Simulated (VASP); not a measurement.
## YbH3 in VASP: convergence with k mesh

Input of the first run (k mesh 2 × 2 × 2); the others differ in this setting and in those tied to it:

The input INCAR:

```
PREC = Accurate
ENCUT = 520
EDIFF = 1E-7
ISMEAR = 0
SIGMA = 0.02
LREAL = F
LASPH = T
NELM = 150
ALGO = Normal
ISIF = 2
LWAVE = F
LCHARG = F
ISPIN = 2
MAGMOM = 1 0 0 0
LORBIT = 11
LMAXMIX = 6
GGA = PS
NBANDS = 26
```

The input KPOINTS:

```
Automatic mesh
0
Gamma
  2 2 2
```

POSCAR

```
YbH3
1.0
    0.0000000000      2.6049710000      2.6049710000
    2.6049710000      0.0000000000      2.6049710000
    2.6049710000      2.6049710000      0.0000000000
Yb H
1 3
Direct
    0.0000000000      0.0000000000      0.0000000000
    0.5000000000      0.5000000000      0.5000000000
    0.2500000000      0.2500000000      0.2500000000
    0.7500000000      0.7500000000      0.7500000000
```

Potentials or basis: VASP PAW PBE potentials, release 64 (Yb, H).

Command:

```bash
$ cat potpaw_PBE.64/Yb/POTCAR potpaw_PBE.64/H/POTCAR > POTCAR
$ mpirun -np 1 vasp_std > vasp.out
```

The cell comes from a database or a generator and needn't be the stable form of this composition.

Hardware: 1 thread of AMD EPYC 7R43 64-Core Processor (Zen 3), with other jobs on the host.

**Question.** The values tried are 2 × 2 × 2, 3 × 3 × 3, 4 × 4 × 4, 5 × 5 × 5, 6 × 6 × 6, 8 × 8 × 8, 10 × 10 × 10, 12 × 12 × 12, 14 × 14 × 14, loosest first. From which on does the energy stay within 1 meV/atom of the tightest run that finished?

**Answer.** From 8 × 8 × 8 on.

```
      k mesh  energy less the tightest run, at zero smearing (meV/atom)  pressure (GPa)  largest site moment (μB)  SCF cycles  CPU time (s)  peak memory (GiB)
   2 × 2 × 2                                                     133.75           -0.68                      0.20          19            29               0.14
   3 × 3 × 3                                                     -39.77           -8.85                      0.25          22            46               0.15
   4 × 4 × 4                                                      -6.18           -9.21                      0.36          26            74               0.15
   5 × 5 × 5                                                       5.21           -9.33                      0.36          21            64               0.15
   6 × 6 × 6                                                       3.24           -9.12                      0.14          22            83               0.16
   8 × 8 × 8                                                      -0.59           -9.26                      0.12          22           150               0.18
10 × 10 × 10                                                       0.08           -9.13                      0.00          22           320               0.19
12 × 12 × 12                                                      -0.55           -9.36                      0.00          20           350               0.23
14 × 14 × 14                                                       0.00           -8.89                      0.08          25           870               0.26
```

Not settled before the last step: the pressure (to 0.1 GPa), the largest site moment (to 0.02 μB). Meshes of other sizes hit other points, so gaps and Fermi surfaces needn't settle smoothly. The tightest run that finished is the yardstick and may itself not be fully converged.

Caveat, for the tightest run too: the PAW data sets were made with another functional, which shifts forces and pressure a little; spin-orbit coupling is left out, which moves the levels of the heavy elements; without U or exact exchange the open f shell lies at the Fermi level, which spoils levels, moments and volumes. The state reached can hang on the start; a lower one may exist.
